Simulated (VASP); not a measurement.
Input:

```
CELL_PARAMETERS angstrom
      4.66002     0.00000     0.00000
      3.10668     3.47337     0.00000
      0.00000     0.00000    25.22889
ATOMIC_POSITIONS crystal
  Rh 0.34997 0.34997 0.31684
  Rh 0.65040 0.65040 0.34844
  Rh 0.95037 0.95037 0.38034
  Rh 0.24972 0.24972 0.41500
  Rh 0.54838 0.54838 0.44935
  Rh 0.84941 0.84941 0.48322
  Rh 0.15059 0.15059 0.51678
  Rh 0.45162 0.45162 0.55065
  Rh 0.75028 0.75028 0.58500
  Rh 0.04963 0.04963 0.61966
  Rh 0.34960 0.34960 0.65156
  Rh 0.65003 0.65003 0.68316
```

These are r2SCAN meta-GGA, VASP's PBE PAW potentials (set 64) (plane waves; VASP) values and carry that method's errors. Run with PREC = Normal, EDIFF = 1E-5, 400 eV cut-off, 8×8×1 Γ-centred mesh, first-order Methfessel-Paxton smearing of 0.10 eV, potentials Rh_pv.

Problem. The ions are relaxed. Give the cell that the relaxation ends in.

Solution. 
```
CELL_PARAMETERS angstrom
      4.66002     0.00000     0.00000
      3.10668     3.47337     0.00000
      0.00000     0.00000    25.22889
ATOMIC_POSITIONS crystal
  Rh 0.35050 0.35050 0.32033
  Rh 0.65077 0.65077 0.35075
  Rh 0.95256 0.95256 0.37966
  Rh 0.24788 0.24788 0.41664
  Rh 0.54654 0.54654 0.45017
  Rh 0.84926 0.84926 0.48268
  Rh 0.15074 0.15074 0.51732
  Rh 0.45346 0.45346 0.54983
  Rh 0.75212 0.75212 0.58336
  Rh 0.04744 0.04744 0.62034
  Rh 0.34923 0.34923 0.64925
  Rh 0.64950 0.64950 0.67967
```

Problem. How much energy does the relaxation gain?

Solution. The energy (σ→0) changes by -7.9 meV/atom, in 10 ionic steps.

The cell is a thin slab with vacuum, built from Rh (fcc): (210) face.
